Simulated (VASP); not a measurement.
Given:

```yaml
crystal:
  lattice:
    - [2.13828, -5.94704, 0.00000]
    - [2.13828, 5.94704, 0.00000]
    - [0.00000, 0.00000, 4.33353]
  atoms:
    - { symbol: In, position: [0.39217, 0.60783, 0.25384] }
    - { symbol: In, position: [0.60783, 0.39217, 0.75384] }
    - { symbol: Cl, position: [0.15493, 0.84507, 0.26216] }
    - { symbol: Cl, position: [0.84507, 0.15493, 0.76216] }
```

All values below come from PBEsol GGA, VASP's PBE PAW potentials (set 64) (plane waves; VASP). Run with 400 eV cut-off, 6×6×6 Γ-centred mesh, tetrahedra with Blöchl corrections, potentials In_d Cl.

Unless said otherwise, spin-orbit coupling is left out, though it shifts the bands of the heavy elements here.

Task: Tabulate the total density of states (states/eV per cell) against energy (eV; zero at the valence-band maximum or, without a gap, the Fermi level).

Result: 
(E (eV), DOS (states/eV)): (-9.99, 0.00); (-9.78, 0.00); (-9.68, 0.00); (-9.47, 0.00); (-9.26, 0.00); (-9.06, 0.00); (-8.95, 0.00); (-8.75, 0.00); (-8.54, 0.00); (-8.33, 0.00); (-8.23, 0.00); (-8.02, 0.00); (-7.81, 0.00); (-7.61, 0.00); (-7.50, 0.00); (-7.30, 0.00); (-7.09, 0.00); (-6.98, 0.00); (-6.78, 0.00); (-6.57, 0.22); (-6.36, 1.56); (-6.26, 2.57); (-6.05, 2.33); (-5.85, 2.62); (-5.64, 2.68); (-5.53, 2.97); (-5.33, 3.89); (-5.12, 1.85); (-4.91, 0.71); (-4.81, 0.59); (-4.60, 2.91); (-4.39, 3.14); (-4.29, 3.76); (-4.08, 4.43); (-3.88, 4.64); (-3.67, 5.97); (-3.57, 7.78); (-3.36, 7.23); (-3.15, 0.91); (-2.94, 0.12); (-2.84, 0.17); (-2.63, 0.31); (-2.43, 0.64); (-2.22, 2.68); (-2.12, 3.04); (-1.91, 4.27); (-1.70, 1.42); (-1.49, 1.22); (-1.39, 1.27); (-1.18, 2.12); (-0.98, 2.76); (-0.87, 1.58); (-0.67, 0.65); (-0.46, 0.32); (-0.25, 0.14); (-0.15, 0.07); (0.06, 0.00); (0.27, 0.00); (0.47, 0.00); (0.58, 0.00); (0.78, 0.00); (0.99, 0.04); (1.20, 0.24); (1.30, 0.43); (1.51, 1.08); (1.72, 1.66); (1.82, 2.00); (2.03, 2.82); (2.24, 2.65); (2.44, 3.40); (2.55, 3.68); (2.75, 2.79); (2.96, 1.86); (3.17, 2.51); (3.27, 2.73); (3.48, 3.33); (3.69, 4.82); (3.89, 3.65); (4.00, 2.10); (4.20, 1.05)
Within 2 eV below the valence-band maximum the largest weight inside VASP's projection spheres is In s, then Cl p.

The structure comes from a computed database's InCl entry (Cmc2_1); how it stands against other phases isn't given here. It was relaxed first, which changed the volume by -12 %.
